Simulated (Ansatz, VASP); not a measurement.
## AlN: VASP beside Ansatz

One calculation is typed for both programs; each brings its own data sets. How far apart do they land? The cell is taken from a series of runs on this material, whose earlier steps may have relaxed, scaled, displaced or heated it; both programs get it as it stands.

Main program and level: Ansatz 0.2.0; plane waves, with VASP 6.6.1 beside it; zone-centre phonons at LDA.

## 1. The starting structure

The structure is hexagonal, space group P6_3mc (No. 186). The conventional cell has a = 2.993 Å, b = 2.993 Å, c = 4.738 Å, α = 90.00°, β = 90.00°, γ = 120.00°. Nearest to N lie 4 Al at 1.81 to 1.83 Å. Nearest to Al lie 4 N at 1.81 to 1.83 Å. Farther neighbours and most contacts between anions are not listed.

## 2. Ansatz: zone-centre phonons, LDA, pair 1

Ansatz runs on its PAW soft_1 files.

Second derivatives magnify differences that forces hide, and they need a tight electronic threshold.

input.yaml reads:

```yaml
crystal:
  lattice:
    - [2.9927758627, 0.0, 0.0]
    - [-1.4963879314, 2.5918199249, 0.0]
    - [0.0, 0.0, 4.7383789583]
  atoms:
    - { symbol: "N", position: [0.3333333333, 0.6666666667, 0.3826150024] }
    - { symbol: "N", position: [0.6666666667, 0.3333333333, 0.8826150024] }
    - { symbol: Al, position: [0.3333333333, 0.6666666667, -0.0026150024] }
    - { symbol: Al, position: [0.6666666667, 0.3333333333, 0.4973849976] }
kpoints:
  mp_grid: { grid: [9, 9, 6] }
hamiltonian:
  xc: lda
  pseudopotentials: { kind: paw, azcp: { folder: soft_1 }, xc_functional: pbe }
scf:
  occupations: { method: fixed }
output:
  eigenvalues: true
phonons:
  method: dfpt
  dielectric: true
  rigid_motions: translations
```

On the command line:

```sh
ansatz run input.yaml --threads 8 --pin off --max-ram 16384MiB --backend cpu --events-out ev --progress --plain --runs-dir out
```

Numbers of over 12 decimals in the logs are rounded to 6 here.

Log:

```text
Engine: ansatz 0.2.0, x86_64-unknown-linux-gnu
Pseudopotentials: kind: paw
Pseudopotential: N, paw, valence charge 5, recommended cutoff 420 eV (normal), soft_1/N.paw.azcp
Pseudopotential: Al, paw, valence charge 3, recommended cutoff 420 eV (normal), soft_1/Al.paw.azcp
Functional definition: SPW92
  exchange = slater_x
  correlation = pw_c
Crystal: 4 atoms, lattice volume = 36.754 Å³
Basis set: ecut = 420 eV, 711 PW (Γ), exchange–correlation on 48×48×64 points (8 copies of the dense FFT grid, shifted against one another)
Bands: 12, of which v1, the nominal top of the filled ones, is band 8 counted from 1 (7 counted from 0)
Symmetry: 12 space group operations
k-points: 140 of 486 (irreducible under 2 space group operations, time reversal used)
Non-local potential: N, projectors of the file, l = 0: 2, l = 1: 2, l = 2: 1
Non-local potential: Al, projectors of the file, l = 0: 2, l = 1: 2, l = 2: 1
PAW form: soft (Blöchl's): semilocal exchange-correlation on the pseudo side does not see the compensation charge
PAW frozen core: N, regenerated for the run's functional, and the local potential with it (the file was generated under x = pbe(κ = 0.804, μ = 0.219515), c = pbe(β = 0.066725))
PAW frozen core: Al, regenerated for the run's functional, and the local potential with it (the file was generated under x = pbe(κ = 0.804, μ = 0.219515), c = pbe(β = 0.066725))
PAW one-centre angular grid: N, 110 points (default); XC on 64 Gauss nodes
PAW one-centre angular grid: Al, 110 points (default); XC on 64 Gauss nodes
Initial density: superposition of atomic densities (chi_scale 0.1, normalization cell, long waves kept (reshape's long-wave potential 0.00 eV rms))
Initial wavefunctions: pseudopotential atomic-orbital guess
Functional: x = slater, c = lda
SCF iter   1: F=—  HF=-1783.041269 eV  |F-HF|=—  |Δ(HF+E_count)|=         —  Δρ=1.59e-1  dr2=1.04e1  ethr=3.10e-3  ⟨swp⟩=5.2  Hψ=9240  notcnv=0  defer=147
preconditioner: auto → none  [insulator: Δε(μ)=6.842 eV  Ē_g=15.329 eV  n_scr=2 (ndim 8)  ℏωp=24.5 eV  f_vac=0.000  ε∞_Penn≈3.6]
SCF iter   2: F=—  HF=-1779.817477 eV  |F-HF|=—  |Δ(HF+E_count)|=    3.22e0  Δρ=7.56e-2  dr2=1.14e0  ethr=3.10e-3  ⟨swp⟩=3.1  Hψ=5084  notcnv=0  defer=272
SCF iter   3: F=—  HF=-1779.439469 eV  |F-HF|=—  |Δ(HF+E_count)|=   3.78e-1  Δρ=2.30e-2  dr2=9.39e-2  ethr=3.10e-3  ⟨swp⟩=2.2  Hψ=3965  notcnv=0  defer=266
SCF iter   4: F=—  HF=-1779.396228 eV  |F-HF|=—  |Δ(HF+E_count)|=   4.32e-2  Δρ=7.22e-4  dr2=7.45e-5  ethr=5.87e-4  ⟨swp⟩=2.0  Hψ=1959  notcnv=0  defer=280
SCF iter   5: F=—  HF=-1779.396158 eV  |F-HF|=—  |Δ(HF+E_count)|=   6.95e-5  Δρ=1.58e-4  dr2=2.95e-6  ethr=4.66e-7  ⟨swp⟩=2.0  Hψ=2802  notcnv=0  defer=278
SCF iter   6: F=—  HF=-1779.396155 eV  |F-HF|=—  |Δ(HF+E_count)|=   2.56e-6  Δρ=1.66e-5  dr2=8.39e-8  ethr=1.84e-8  ⟨swp⟩=2.0  Hψ=2800  notcnv=0  defer=6
SCF iter   7: F=—  HF=-1779.396156 eV  |F-HF|=—  |Δ(HF+E_count)|=   2.60e-7  Δρ=1.55e-6  dr2=4.80e-10  ethr=5.25e-10  ⟨swp⟩=2.6  Hψ=2759  notcnv=0  defer=5
SCF iter   8: F=-1779.396156 eV  HF=-1779.396156 eV  |F-HF|=9.09e-13  |Δ(HF+E_count)|=  1.71e-10  Δρ=8.65e-8  dr2=2.19e-12  ethr=1.00e-12  ⟨swp⟩=6.2  Hψ=9609  notcnv=0
SCF 1 converged in 8 iterations: F = -1779.396156 eV  dr2 = 2.19e-12
  greatest PAW one-centre occupation: 0.791 electrons in one spin orbital (limit 2), on the N atom at site 0 (counted from 0), in its partial waves of l = 0
NSCF: frozen V_eff on 4 k-points
DFPT response loops at Γ: preconditioner auto → none (the input reference at scf.mixing.eps_inf says where Resta's filter doesn't serve); β = 0.50; Broyden in place of MSR1
── the response to a field inside a basis, on 10×10×6 k-points: an SCF that follows is theirs, and a resumed run solves both again ──
Bands: 9, of which v1, the nominal top of the filled ones, is band 8 counted from 1 (7 counted from 0)
k-points: 90 of 600 (irreducible under 4 space group operations, time reversal used)
Initial density: handed on by an earlier stage of this run
Initial wavefunctions: pseudopotential atomic-orbital guess (no wavefunctions were taken with the density)
Eigensolver: Dense (90 Hₖ)
SCF iter   1: F=—  HF=-1779.398089 eV  |F-HF|=—  |Δ(HF+E_count)|=         —  Δρ=4.09e-4  dr2=8.43e-6  ethr=1.00e-1
preconditioner: auto → none  [insulator: Δε(μ)=5.219 eV  Ē_g=11.903 eV  n_scr=2 (ndim 8)  ℏωp=24.5 eV  f_vac=0.000  ε∞_Penn≈5.2]
SCF iter   2: F=—  HF=-1779.398089 eV  |F-HF|=—  |Δ(HF+E_count)|=   3.71e-7  Δρ=1.97e-4  dr2=2.29e-6  ethr=5.27e-8
SCF iter   3: F=—  HF=-1779.398090 eV  |F-HF|=—  |Δ(HF+E_count)|=   6.68e-7  Δρ=6.20e-5  dr2=7.22e-7  ethr=1.43e-8
SCF iter   4: F=-1779.398090 eV  HF=-1779.398090 eV  |F-HF|=2.01e-10  |Δ(HF+E_count)|=   1.98e-7  Δρ=5.10e-6  dr2=2.54e-9  ethr=4.51e-9
SCF 1 converged in 4 iterations: F = -1779.398090 eV  dr2 = 2.54e-9
DFPT response loops at Γ: mixed as the last ones told, above
SCF converged after 8 iterations
Free energy (F): -1779.396156 eV
Harris-Foulkes:  -1779.396156 eV  (|F-HF|=9.09e-13)
Internal energy: -1779.396156 eV  (E = F + TS)
E sigma→0 (E₀):  -1779.396156 eV
Fermi energy:    8.382634 eV
--- Per-component energies (eV) ---
  E_band       = 44.908052
  E_kinetic    = 323.662266
  E_local      = -397.968538  (includes V_loc(G=0)·N_el)
  E_nonlocal   = 95.596700
  E_hartree    = 147.002986
  E_xc         = -199.322679
  E_vxc        = -217.470946  (∫ρ·V_xc dr)
  E_paw        = -1131.059325  (= ΣΔE_a)
  E_vpaw       = -52.919229  (= ΣTr[D̂ρ^β])
  E_aug_tail   = 0.001808  (compensation charges beyond the density's cutoff)
  E_ewald      = -617.580896
  E_core_change = 0.271521  (= ΣΔE_core)
  E_smearing   = -0.000000  (= −TS)
  E_closure    = -0.000000  (closes the sum)
  Σ components = -1779.396156   (vs F -1779.396156, Δ=0.00e0)
--- Band table (eV; the first three rows and the last of 140) ---
  k-point 0: bands = [... 4 lower, 7.2826, 7.9956, 7.9956, 8.3826, 13.6850, 15.8817, 19.9246, 20.0451]
  k-point 1: bands = [... 4 lower, 7.3276, 7.7785, 7.9452, 7.9452, 14.1350, 15.9694, 19.7280, 20.0024]
  k-point 2: bands = [... 4 lower, 7.4524, 7.4524, 7.8090, 7.8090, 15.0407, 16.0862, 19.4064, 20.0519]
  k-point 139: bands = [... 4 lower, 5.4003, 5.4003, 7.1956, 7.1956, 15.2906, 15.2906, 18.2638, 18.2638]
--- Phonons (Γ-DFPT): 4 representative perturbations + reference, on 140 of 486 k-points (Σ response iterations 12) ---
  k mesh reduced under 2 symmetry operations, with k and −k counted as one. Each operation leaves every solved perturbation unchanged. A smaller set is not considered because the run solves the response to a homogeneous field
  ASR residual: 3.133e-5 → 0.000e0 eV/Å²; symmetrization residual: 5.917e-6 eV/Å²
  ASR residual per site (eV/Å²): 3.13e-5 3.13e-5 1.02e-5 1.02e-5
  Γ frequencies (cm⁻¹): 0.00 0.00 0.00 238.80 238.80 599.45 707.92 789.59 789.59 790.07 790.07 820.43
  ε∞ (high-frequency dielectric tensor):
        4.238792     0.000000     0.000000
        0.000000     4.238792    -0.000000
        0.000000    -0.000000     4.483002
  ε⁰ (static dielectric tensor: ions relaxed, cell fixed):
        7.162854     0.000000    -0.000000
        0.000000     7.162854    -0.000000
       -0.000000    -0.000000     8.679291
  ε⁰ − ε∞ (ionic part):
        2.924062     0.000000    -0.000000
        0.000000     2.924062    -0.000000
       -0.000000    -0.000000     4.196289
  softest optical mode at Γ: 238.80 cm⁻¹; the repairs (sum rule, projections) moved no ω² at Γ by more than (1.41 cm⁻¹)²
  Born effective charges Z* (e; rows j = field, columns β = displacement):
    site 0:
        -2.50704   -0.00000    0.00000
        -0.00000   -2.50704   -0.00000
         0.00000   -0.00000   -2.69103
    site 1:
        -2.50704   -0.00000   -0.00000
        -0.00000   -2.50704    0.00000
        -0.00000    0.00000   -2.69103
    site 2:
         2.50704    0.00000    0.00000
         0.00000    2.50704    0.00000
        -0.00000    0.00000    2.69103
    site 3:
         2.50704    0.00000    0.00000
         0.00000    2.50704    0.00000
         0.00000    0.00000    2.69103
  Z* charge neutrality: 1.268e-3 e pre-enforcement
  solved inside a basis spanned on kpoints, on 10×10×6 k-points, its susceptibility summed on 16×16×8: ε∞ is read to err by 1.2e-2, Z* by 9.4e-3 e (field_mesh: kpoints solves on kpoints); Z* is corrected for what the basis lacks
  optical modes at Γ without the LO–TO term, one row a degenerate level:
      ω (cm⁻¹)  modes    IR ((D/Å)²/amu)
        238.80      2             0.0000
        599.45      1             0.0000
        707.92      1            36.2394
[...]
optical modes at Γ + LO–TO along q̂ = [1.0000, 0.0000, 0.0000]:
      ω (cm⁻¹)  modes    IR ((D/Å)²/amu)
[...]
optical modes at Γ + LO–TO along q̂ = [0.0000, 1.0000, 0.0000]:
      ω (cm⁻¹)  modes    IR ((D/Å)²/amu)
[...]
820.43      1             0.0000
       1027.04      1            31.4533
  optical modes at Γ + LO–TO along q̂ = [0.0000, 0.0000, 1.0000]:
      ω (cm⁻¹)  modes    IR ((D/Å)²/amu)
        238.80      2             0.0000
        599.45      1             0.0000
        789.59      2             0.0000
        790.07      2            62.9067
        820.43      1             0.0000
        985.01      1            36.2394
```

(Part 1 of 4 ends here.)

[Lines on the potential files, build, host, timing and source positions are cut from VASP's logs without a mark.]

[Logs are printed without paths, hosts, clocks, repeated set-up lines and the standing remarks that a program may print on its own settings, such as how far it seeks lower states.]

[Hosts, paths, dates, database ids (printed as entryN), source tags and the programs' standing remarks are cut or masked in the printed files.]
